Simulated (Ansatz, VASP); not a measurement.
# Zr (Zirconium) in two plane-wave programs, part 2 of 2

Wanted: the spread between two codes on one cell, functional and k mesh. The cell is taken from a series of runs on this material, whose earlier steps may have relaxed, scaled, displaced or heated it; both programs get it as it stands.

VASP 6.6.1 and Ansatz 0.2.0.

So far: Starting point; Ansatz: zone-centre phonons, PBE.

**3. VASP: zone-centre phonons, PBE**

Level of this step: PBE; plane waves and PAW (Zr_sv) (VASP).

The same cell, functional, mesh and smearing now go to VASP, with its own data sets.

Lines of VASP's logs that name or quote its potential files are left out, and so is its time.

File INCAR:

```
SYSTEM = Zr
PREC = Accurate
ENCUT = 500
EDIFF = 1E-08
NELM = 120
ISMEAR = 1
SIGMA = 0.2
LREAL = .FALSE.
ALGO = Normal
GGA = PE
NBANDS = 18
LASPH = .TRUE.
LORBIT = 11
LWAVE = .FALSE.
LCHARG = .FALSE.
ISIF = 2
IBRION = 8
GGA_COMPAT = .FALSE.
```

File POSCAR:

```
Zr
1.0
    3.2349151211      0.0000000000      0.0000000000
   -1.6174575605      2.8015186740      0.0000000000
    0.0000000000      0.0000000000      5.1645562949
Zr
2
Direct
    0.3333333334      0.6666666668      0.2500000000
    0.6666666668      0.3333333334      0.7500000000
```

File KPOINTS:

```
Automatic mesh
0
Gamma
9 9 4
0 0 0
```

The projector-augmented-wave data sets are Zr_sv (PBE family, release 64).

Launch:

```console
mpirun -np 1 vasp_std
```

Numbers of over 12 decimals in the logs are rounded to 6 here.

Output:

```text
[banner, memory and clock lines left out]
running    1 mpi-ranks, on    1 nodes
 distrk:  each k-point on    1 cores,    1 groups
 distr:  one band on    1 cores,    1 groups

 POSCAR found type information on POSCAR Zr
 POSCAR found :  1 types and       2 ions
 LDA part: xc-table for (Slater+PW92), standard interpolation
 POSCAR, INCAR and KPOINTS ok, starting setup
 FFT: planning ... GRIDC
 FFT: planning ... GRID_SOFT
 FFT: planning ... GRID
 WAVECAR not read
 entering main loop
       N       E                     dE             d eps       ncg     rms          rms(c)
DAV:   1     0.211804802430E+03    0.21180E+03   -0.13221E+04  1304   0.129E+03
DAV:   2    -0.232823592544E+01   -0.21413E+03   -0.21076E+03  1540   0.375E+02
DAV:   3    -0.172950969301E+02   -0.14967E+02   -0.14852E+02  2320   0.723E+01
DAV:   4    -0.177607222393E+02   -0.46563E+00   -0.46528E+00  1536   0.124E+01
DAV:   5    -0.177732712588E+02   -0.12549E-01   -0.12544E-01  1934   0.151E+00    0.142E+01
DAV:   6    -0.171649834876E+02    0.60829E+00   -0.95875E-01  1388   0.775E+00    0.555E+00
DAV:   7    -0.170447924980E+02    0.12019E+00   -0.62536E-01  1820   0.545E+00    0.114E+00
DAV:   8    -0.170506775062E+02   -0.58850E-02   -0.40403E-02  1688   0.152E+00    0.278E-01
DAV:   9    -0.170508904397E+02   -0.21293E-03   -0.18419E-03  1652   0.405E-01    0.337E-02
DAV:  10    -0.170508437902E+02    0.46650E-04   -0.47244E-05  1764   0.421E-02    0.240E-02
DAV:  11    -0.170508437583E+02    0.31904E-07   -0.11050E-05  1438   0.380E-02    0.357E-03
DAV:  12    -0.170508437586E+02   -0.31741E-09   -0.47808E-07  1870   0.459E-03    0.304E-03
DAV:  13    -0.170508434581E+02    0.30044E-06   -0.62125E-08  1564   0.232E-03    0.847E-04
DAV:  14    -0.170508434037E+02    0.54420E-07   -0.31230E-09   802   0.651E-04    0.269E-04
DAV:  15    -0.170508433984E+02    0.53451E-08   -0.11231E-09   778   0.408E-04
   1 F= -.17050843E+02 E0= -.17052026E+02  d E =0.354753E-02
 Linear response reoptimize wavefunctions to high precision
DAV:   1    -0.170508433951E+02    0.33078E-08   -0.33751E-10   818   0.179E-04
DAV:   2    -0.170508433951E+02   -0.90949E-11   -0.11788E-10   762   0.944E-05
 Linear response DOF=           2
 Linear response progress:
  Degree of freedom:   1/  2
       N       E                     dE             d eps       ncg     rms          rms(c)
RMM:   1    -0.676962466057E+00   -0.67696E+00    0.27834E+00  4839   0.132E+01
RMM:   2    -0.629165785868E+00    0.47797E-01   -0.22701E-01  7165   0.258E+00    0.232E-01
RMM:   3    -0.630656986770E+00   -0.14912E-02   -0.38191E-02  8535   0.917E-01    0.730E-02
RMM:   4    -0.633010052935E+00   -0.23531E-02   -0.47900E-03 10456   0.329E-01    0.278E-02
RMM:   5    -0.633662096115E+00   -0.65204E-03   -0.97832E-04 10065   0.145E-01    0.182E-02
RMM:   6    -0.633710382570E+00   -0.48286E-04   -0.22159E-04 11001   0.627E-02    0.188E-02
RMM:   7    -0.633651181771E+00    0.59201E-04   -0.71779E-05 10301   0.383E-02    0.646E-03
RMM:   8    -0.633607045413E+00    0.44136E-04   -0.26364E-05 10705   0.165E-02    0.679E-03
RMM:   9    -0.633599391974E+00    0.76534E-05   -0.11156E-05 11022   0.999E-03    0.400E-03
RMM:  10    -0.633587700216E+00    0.11692E-04   -0.47918E-06 10582   0.697E-03    0.718E-04
RMM:  11    -0.633588472962E+00   -0.77275E-06   -0.37089E-06 11286   0.419E-03    0.455E-04
RMM:  12    -0.633591421783E+00   -0.29488E-05   -0.11974E-06 11335   0.305E-03    0.151E-04
RMM:  13    -0.633591829211E+00   -0.40743E-06    0.18114E-07 11118   0.226E-03    0.515E-05
RMM:  14    -0.633592041606E+00   -0.21240E-06    0.98962E-07 11454   0.179E-03    0.456E-05
RMM:  15    -0.633591499439E+00    0.54217E-06    0.15486E-06 11216   0.149E-03    0.350E-05
RMM:  16    -0.633591465710E+00    0.33728E-07    0.17091E-06 11008   0.128E-03    0.270E-05
RMM:  17    -0.633591497114E+00   -0.31404E-07    0.18342E-06 11437   0.112E-03    0.270E-05
RMM:  18    -0.633591666618E+00   -0.16950E-06    0.18652E-06 10744   0.100E-03    0.367E-05
RMM:  19    -0.633591628504E+00    0.38114E-07    0.18653E-06 10883   0.905E-04    0.424E-05
RMM:  20    -0.633591652247E+00   -0.23743E-07    0.18160E-06 11415   0.826E-04    0.506E-05
RMM:  21    -0.633591675262E+00   -0.23015E-07    0.17516E-06 10587   0.762E-04    0.569E-05
RMM:  22    -0.633591560306E+00    0.11496E-06    0.16768E-06 10055   0.720E-04    0.437E-05
RMM:  23    -0.633591550573E+00    0.97332E-08    0.15956E-06 10716   0.669E-04    0.455E-05
RMM:  24    -0.633591599958E+00   -0.49385E-07    0.14997E-06 10536   0.630E-04    0.518E-05
 first order change of Fermi-energy   0.36211E-04
 force on displaced ion       1 direction 1 :  -0.994   0.000   0.000
 Linear response progress:
  Degree of freedom:   2/  2
       N       E                     dE             d eps       ncg     rms          rms(c)
RMM:   1    -0.789314181974E+00   -0.78931E+00    0.30105E+00  1708   0.135E+01
RMM:   2    -0.740218132434E+00    0.49096E-01   -0.24655E-01  2475   0.263E+00    0.251E-01
RMM:   3    -0.743823782228E+00   -0.36056E-02   -0.45723E-02  2926   0.925E-01    0.815E-02
RMM:   4    -0.746624958576E+00   -0.28012E-02   -0.68956E-03  3285   0.338E-01    0.322E-02
RMM:   5    -0.746738305378E+00   -0.11335E-03   -0.58311E-04  3554   0.143E-01    0.229E-02
RMM:   6    -0.746535655322E+00    0.20265E-03    0.58381E-04  3480   0.660E-02    0.774E-03
RMM:   7    -0.746596803794E+00   -0.61148E-04    0.64186E-05  3638   0.324E-02    0.493E-03
RMM:   8    -0.746604433458E+00   -0.76297E-05   -0.13204E-05  3625   0.173E-02    0.164E-03
RMM:   9    -0.746589556781E+00    0.14877E-04   -0.15511E-05  3746   0.994E-03    0.373E-04
RMM:  10    -0.746595046367E+00   -0.54896E-05   -0.45826E-06  3795   0.599E-03    0.362E-04
RMM:  11    -0.746600781658E+00   -0.57353E-05   -0.32526E-05  3809   0.384E-03    0.108E-04
RMM:  12    -0.746601245456E+00   -0.46380E-06   -0.14960E-05  3718   0.285E-03    0.658E-05
RMM:  13    -0.746601640640E+00   -0.39518E-06   -0.11543E-05  3828   0.215E-03    0.240E-05
RMM:  14    -0.746600551993E+00    0.10886E-05    0.63513E-07  3758   0.169E-03    0.447E-05
RMM:  15    -0.746601228146E+00   -0.67615E-06   -0.20218E-06  3784   0.137E-03    0.494E-05
RMM:  16    -0.746600607294E+00    0.62085E-06    0.56354E-06  3337   0.119E-03    0.140E-04
RMM:  17    -0.746601402404E+00   -0.79511E-06    0.15880E-06  3303   0.103E-03    0.667E-05
RMM:  18    -0.746601508100E+00   -0.10570E-06    0.26527E-06  3677   0.855E-04    0.637E-05
RMM:  19    -0.746601656964E+00   -0.14886E-06    0.20184E-06  3792   0.737E-04    0.693E-05
RMM:  20    -0.746601733338E+00   -0.76373E-07    0.19353E-06  3746   0.651E-04    0.730E-05
 first order change of Fermi-energy  -0.11294E-03
 force on displaced ion       1 direction 3 :  -0.000  -0.000  -4.734
 Linear response finished
```

OUTCAR, selected parts (step 3):

```text
ion  position               nearest neighbor table
   1  0.333  0.667  0.250-   2 3.19   2 3.19   2 3.19   2 3.19   2 3.19   2 3.19
   2  0.667  0.333  0.750-   1 3.19   1 3.19   1 3.19   1 3.19   1 3.19   1 3.19

  LATTYP: Found a hexagonal cell.
 ALAT       =     3.2349151211
 C/A-ratio  =     1.5965044218

 Subroutine GETGRP returns: Found 24 space group operations
 (whereof 12 operations were pure point group operations)

The static configuration has the point symmetry D_3d.
 The point group associated with its full space group is D_6h.

 Found     36 irreducible k-points:

   k-points           NKPTS =     36   k-points in BZ     NKDIM =     36   number of bands    NBANDS=     18

   dimension x,y,z NGX =    24 NGY =   24 NGZ =   40
   dimension x,y,z NGXF=    48 NGYF=   48 NGZF=   80

   ENCUT  =  500.0 eV  36.75 Ry    6.06 a.u.   5.90  5.90  9.42*2*pi/ulx,y,z

   NELECT =      24.0000    total number of electrons

 k-points in reciprocal lattice and weights: Automatic mesh
   0.00000000  0.00000000  0.00000000       0.003
   0.11111111 -0.00000000  0.00000000       0.019
   0.22222222 -0.00000000  0.00000000       0.019
   0.33333333 -0.00000000  0.00000000       0.019
   0.44444444 -0.00000000  0.00000000       0.019
   0.11111111  0.11111111  0.00000000       0.019
   0.22222222  0.11111111  0.00000000       0.037
   0.33333333  0.11111111  0.00000000       0.037
   0.44444444  0.11111111  0.00000000       0.019
[...]
0.33333333  0.22222222  0.50000000       0.037
   0.33333333  0.33333333  0.50000000       0.006

 average (electrostatic) potential at core
       1 -74.7089       2 -74.7089

  Total        0.0450823      0.0450823     -0.0187238      0.0000000      0.0000000      0.0000000
  in kB        1.5432180      1.5432180     -0.6409360      0.0000000      0.0000000      0.0000000
  external PRESSURE =       0.8151667 kB  Pullay stress =       0.0000000 kB

  energy-cutoff  :      500.00
  volume of cell :       46.80
      direct lattice vectors                 reciprocal lattice vectors
     3.234915121  0.000000000  0.000000000     0.309127122  0.178474627  0.000000000
    -1.617457560  2.801518674  0.000000000     0.000000000  0.356949254  0.000000000
     0.000000000  0.000000000  5.164556295     0.000000000  0.000000000  0.193627476

 POSITION                                       TOTAL-FORCE (eV/Angst)
 -----------------------------------------------------------------------------------
      0.00000      1.86768      1.29114         0.000000     -0.000000      0.000000
      1.61746      0.93384      3.87342        -0.000000      0.000000      0.000000
 -----------------------------------------------------------------------------------
    total drift:                               -0.000000     -0.000000      0.000000

 Eigenvectors and eigenvalues of the dynamical matrix
 ----------------------------------------------------

   1 f  =    5.036471 THz    31.645078 2PiTHz  167.998576 cm-1    20.829159 meV
             X         Y         Z           dx          dy          dz
      0.000000  1.867679  1.291139     0.000000    0.000000    0.707107
      1.617458  0.933840  3.873417     0.000000    0.000000   -0.707107

   2 f  =    2.308132 THz    14.502423 2PiTHz   76.991005 cm-1     9.545664 meV
             X         Y         Z           dx          dy          dz
      0.000000  1.867679  1.291139     0.302511    0.639130    0.000000
      1.617458  0.933840  3.873417    -0.302511   -0.639130   -0.000000

   3 f  =    2.308132 THz    14.502423 2PiTHz   76.991005 cm-1     9.545664 meV
             X         Y         Z           dx          dy          dz
      0.000000  1.867679  1.291139     0.639130   -0.302511   -0.000000
      1.617458  0.933840  3.873417    -0.639130    0.302511    0.000000

   4 f  =    0.000000 THz     0.000000 2PiTHz    0.000001 cm-1     0.000000 meV
             X         Y         Z           dx          dy          dz
      0.000000  1.867679  1.291139    -0.693306    0.137710    0.019031
      1.617458  0.933840  3.873417    -0.693306    0.137710    0.019031

   5 f/i=    0.000000 THz     0.000000 2PiTHz    0.000001 cm-1     0.000000 meV
             X         Y         Z           dx          dy          dz
      0.000000  1.867679  1.291139     0.138959    0.683656    0.115349
      1.617458  0.933840  3.873417     0.138959    0.683656    0.115349

   6 f/i=    0.000000 THz     0.000000 2PiTHz    0.000002 cm-1     0.000000 meV
             X         Y         Z           dx          dy          dz
      0.000000  1.867679  1.291139     0.004065    0.116837   -0.697375
      1.617458  0.933840  3.873417     0.004065    0.116837   -0.697375

 ELASTIC MODULI CONTR FROM IONIC RELAXATION (kBar)
 Direction    XX          YY          ZZ          XY          YZ          ZX
 --------------------------------------------------------------------------------
 XX         -16.8842     16.8842      0.0000     -0.0000      0.0000     -0.0000
 YY          16.8842    -16.8842     -0.0000     -0.0000      0.0000     -0.0000
 ZZ           0.0000     -0.0000     -0.0000      0.0000      0.0000     -0.0000
 XY          -0.0000     -0.0000      0.0000    -16.8842      0.0000     -0.0000
 YZ           0.0000      0.0000      0.0000      0.0000      0.0000      0.0000
 ZX          -0.0000     -0.0000     -0.0000     -0.0000      0.0000     -0.0000
 --------------------------------------------------------------------------------
```

**4. Comparison**

Known differences besides the potentials themselves: VASP's run holds the zone centre alone; the cutoff is 420 eV in Ansatz and 500 eV in VASP. Total energies have different zeros and are not compared.

Compared:

```tsv
quantity	Ansatz	VASP	difference
optical mode 1 to 2 (cm⁻¹)	76.6	77.0	-0.48 %
optical mode 3 (cm⁻¹)	168.0	168.0	+0.02 %
```

Modes are paired by rising frequency, not by their patterns, so a pair may set unlike modes beside each other; they are those without the splitting of longitudinal modes.

**5. Summary of results**

```
r.m.s. difference of the optical zone-centre modes, each program's sorted by frequency (zone-centre phonons, PBE) : 0.30 cm⁻¹
```

What this shows: The r.m.s. difference of the optical zone-centre modes, each program's sorted by frequency is 0.30 cm⁻¹ (zone-centre phonons, PBE). How closely two codes agree says nothing of how well the functional describes the real material.

[Lines on the potential files, build, host, timing and source positions are cut from VASP's logs without a mark.]

[Logs are printed without paths, hosts, clocks, repeated set-up lines and the standing remarks that a program may print on its own settings, such as how far it seeks lower states.]

[Hosts, paths, dates, database ids (printed as entryN), source tags and the programs' standing remarks are cut or masked in the printed files.]
